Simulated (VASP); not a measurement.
OSZICAR of a VASP run on NaCl (rock salt):

File OSZICAR:
```
       N       E                     dE             d eps       ncg     rms          rms(c)
DAV:   1     0.963035842574E+02    0.96304E+02   -0.77856E+03   440   0.139E+03
DAV:   2    -0.344357905606E+01   -0.99747E+02   -0.93524E+02   497   0.306E+02
DAV:   3    -0.123852561863E+02   -0.89417E+01   -0.88874E+01   539   0.955E+01
DAV:   4    -0.125863849239E+02   -0.20113E+00   -0.20097E+00   494   0.153E+01
DAV:   5    -0.125908691381E+02   -0.44842E-02   -0.44831E-02   586   0.235E+00    0.305E+00
DAV:   6    -0.157174791521E+02   -0.31266E+01   -0.38602E+00   440   0.309E+01    0.127E+00
DAV:   7    -0.157205130200E+02   -0.30339E-02   -0.50180E-01   503   0.120E+01    0.776E-01
DAV:   8    -0.158813452689E+02   -0.16083E+00   -0.17186E-01   464   0.536E+00    0.748E-01
DAV:   9    -0.158864519417E+02   -0.51067E-02   -0.68125E-03   494   0.109E+00    0.642E-01
DAV:  10    -0.158919138645E+02   -0.54619E-02   -0.13932E-02   449   0.132E+00    0.139E-01
DAV:  11    -0.158948152878E+02   -0.29014E-02   -0.31119E-03   494   0.499E-01    0.138E-01
DAV:  12    -0.158939756153E+02    0.83967E-03   -0.35478E-04   497   0.283E-01    0.656E-02
DAV:  13    -0.158948837920E+02   -0.90818E-03   -0.32732E-04   443   0.202E-01    0.431E-02
DAV:  14    -0.158949210458E+02   -0.37254E-04   -0.20976E-05   482   0.658E-02    0.321E-02
DAV:  15    -0.158949154571E+02    0.55887E-05   -0.73105E-06   512   0.357E-02    0.627E-03
DAV:  16    -0.158949245844E+02   -0.91273E-05   -0.33228E-06   446   0.254E-02    0.122E-03
DAV:  17    -0.158949243947E+02    0.18977E-06   -0.60437E-07   415   0.985E-03
   1 F= -.15894924E+02 E0= -.15894924E+02  d E =-.158949E+02
       N       E                     dE             d eps       ncg     rms          rms(c)
DAV:   1    -0.159145283077E+02   -0.19604E-01   -0.44281E-01   494   0.103E+01    0.895E-01
DAV:   2    -0.158997375435E+02    0.14791E-01   -0.29383E-02   494   0.157E+00    0.366E-01
DAV:   3    -0.158973865763E+02    0.23510E-02   -0.48313E-03   494   0.931E-01    0.178E-01
DAV:   4    -0.158970291569E+02    0.35742E-03   -0.12429E-03   461   0.324E-01    0.713E-02
DAV:   5    -0.158971139831E+02   -0.84826E-04   -0.11065E-03   440   0.218E-01    0.202E-02
DAV:   6    -0.158971629827E+02   -0.49000E-04   -0.59693E-05   440   0.677E-02    0.120E-02
DAV:   7    -0.158971676549E+02   -0.46722E-05   -0.20549E-05   473   0.277E-02    0.519E-03
DAV:   8    -0.158971684308E+02   -0.77592E-06   -0.84236E-07   440   0.140E-02
   2 F= -.15897168E+02 E0= -.15897168E+02  d E =-.224404E-02
       N       E                     dE             d eps       ncg     rms          rms(c)
DAV:   1    -0.159183238689E+02   -0.21156E-01   -0.52023E-01   494   0.112E+01    0.970E-01
DAV:   2    -0.159009033355E+02    0.17421E-01   -0.34820E-02   497   0.170E+00    0.396E-01
DAV:   3    -0.158981563525E+02    0.27470E-02   -0.56332E-03   491   0.100E+00    0.194E-01
DAV:   4    -0.158977367200E+02    0.41963E-03   -0.14691E-03   458   0.350E-01    0.768E-02
DAV:   5    -0.158978445185E+02   -0.10780E-03   -0.13029E-03   440   0.236E-01    0.218E-02
DAV:   6    -0.158979045406E+02   -0.60022E-04   -0.67723E-05   440   0.727E-02    0.131E-02
DAV:   7    -0.158979101855E+02   -0.56449E-05   -0.24632E-05   479   0.307E-02    0.559E-03
DAV:   8    -0.158979112776E+02   -0.10921E-05   -0.95427E-07   440   0.149E-02    0.107E-03
DAV:   9    -0.158979093518E+02    0.19258E-05   -0.32351E-07   220   0.114E-02    0.529E-04
DAV:  10    -0.158979110859E+02   -0.17341E-05   -0.15939E-07   220   0.489E-03    0.198E-04
DAV:  11    -0.158979103387E+02    0.74725E-06   -0.38542E-08   220   0.215E-03
   3 F= -.15897910E+02 E0= -.15897910E+02  d E =-.298594E-02
```

Question: Which electronic solver shows in the log?

Answer: It is blocked Davidson (ALGO = Normal, or the opening steps of other solvers). The INCAR had ALGO = Normal.

Question: Can the final energy be trusted as converged?

Answer: The calculation finished and met its thresholds. It stopped with EDIFF = 1E-6, NELM = 100, NSW = 60 and EDIFFG = -0.01 after 3 ionic steps (TPSS meta-GGA, plane waves, VASP's PBE PAW potentials (set 64)). Energy and stress use the plane-wave basis of the starting cell.

The compound is NaCl in the rock salt structure. This run relaxes it. Symmetry was kept, so distortions that lower it aren't found.
